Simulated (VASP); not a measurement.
These are LDA (Ceperley-Alder, Perdew-Zunger), VASP's LDA PAW potentials (set 64) (plane waves; VASP) values and carry that method's errors.

Gaps are without spin-orbit coupling.

Task: Order these relaxed crystals by band gap, smallest first: Bi2O3, Pm (6); AlN, P6_3/mmc (194); K2Se, Fm-3m (225); Mg2TeS, R3m (160).

Result: Mg2TeS, R3m (160) (1.39 eV), Bi2O3, Pm (6) (1.63 eV), K2Se, Fm-3m (225) (2.07 eV), AlN, P6_3/mmc (194) (3.61 eV)
